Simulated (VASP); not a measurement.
```
CELL_PARAMETERS angstrom
      1.50870    -2.61315     0.00000
      1.50870     2.61315     0.00000
      0.00000     0.00000     3.17692
ATOMIC_POSITIONS crystal
  Ti 0.00000 0.00000 0.00000
  B  0.33333 0.66667 0.50000
  B  0.66667 0.33333 0.50000
```

Method: AM05 GGA, VASP's PBE PAW potentials (set 64) (plane waves; VASP 6.6.1). Settings: 520 eV cut-off, Gaussian smearing of 0.050 eV, potentials Ti_sv B.

### Question
Give the energies of bands 6 to 12 at the high-symmetry points, in eV from the Fermi level.

### Answer

```json
[
 {"band": "6", "Γ": "-2.79", "M": "-9.28", "K": "-8.40", "A": "-7.79", "L": "-7.59", "H": "-8.68"},
 {"band": "7", "Γ": "-2.79", "M": "-3.37", "K": "-7.55", "A": "-0.62", "L": "-4.83", "H": "-5.81"},
 {"band": "8", "Γ": "-2.27", "M": "-3.27", "K": "-1.90", "A": "-0.62", "L": "-4.01", "H": "-3.31"},
 {"band": "9", "Γ": "-2.24", "M": "-2.45", "K": "-1.90", "A": "-0.34", "L": "-3.24", "H": "-3.31"},
 {"band": "10", "Γ": "1.91", "M": "1.34", "K": "1.37", "A": "-0.34", "L": "2.60", "H": "2.60"},
 {"band": "11", "Γ": "1.91", "M": "2.76", "K": "1.37", "A": "0.38", "L": "2.96", "H": "4.44"},
 {"band": "12", "Γ": "3.82", "M": "3.27", "K": "1.93", "A": "0.38", "L": "4.71", "H": "4.44"}
]
```

It has no gap at this level: it comes out as a metal or semimetal.

The compound is TiB2 in the AlB2 type structure. It was relaxed first.
